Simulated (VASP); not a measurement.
Given:

```xyz
4
Lattice="3.7822 0.0000 0.0000 0.0000 3.7822 0.0000 0.0000 0.0000 5.3411" Properties=species:S:1:pos:R:3 pbc="T T T"
Mg     1.8911     1.8911     2.6705
Cd     0.0000     0.0000     0.0000
S      0.0000     0.0000     2.6705
S      1.8911     1.8911     0.0000
```

All values below come from r2SCAN meta-GGA with spin-orbit coupling, VASP's PBE PAW potentials (set 64) (plane waves; VASP). Run with 400 eV cut-off, 5×5×4 Γ-centred mesh, Gaussian smearing of 0.050 eV, potentials Mg Cd S.

Problem. Give the energies of bands 17 to 30 at the high-symmetry points, in eV from the valence-band maximum.

Solution. 
| band | Γ | X | M | Z | R | A |
|---|---|---|---|---|---|---|
| 17 | -2.42 | -4.11 | -4.67 | -2.68 | -4.74 | -3.83 |
| 18 | -2.42 | -4.11 | -4.67 | -2.68 | -4.74 | -3.83 |
| 19 | -2.34 | -2.99 | -2.47 | -1.82 | -1.24 | -3.46 |
| 20 | -2.34 | -2.99 | -2.47 | -1.82 | -1.24 | -3.46 |
| 21 | -0.89 | -2.48 | -2.36 | -1.73 | -1.13 | -3.41 |
| 22 | -0.89 | -2.48 | -2.36 | -1.73 | -1.13 | -3.41 |
| 23 | -0.78 | -1.32 | -2.34 | -1.50 | -0.10 | -3.03 |
| 24 | -0.78 | -1.32 | -2.34 | -1.50 | -0.10 | -3.03 |
| 25 | -0.78 | -0.14 | -2.30 | -1.44 | 0.00 | -2.89 |
| 26 | -0.78 | -0.14 | -2.30 | -1.44 | 0.00 | -2.89 |
| 27 | 1.19 | 5.21 | 0.70 | 3.81 | 4.10 | 4.11 |
| 28 | 1.19 | 5.21 | 0.70 | 3.81 | 4.10 | 4.11 |
| 29 | 2.99 | 5.21 | 2.54 | 4.59 | 4.23 | 4.85 |
| 30 | 2.99 | 5.21 | 2.54 | 4.59 | 4.23 | 4.85 |

The gap is indirect, 0.70 eV, from the valence maximum at R to the conduction minimum at M.

The structure comes from a computed database's MgCdS2 entry (P4/mmm); how it stands against other phases isn't given here. It was relaxed first.
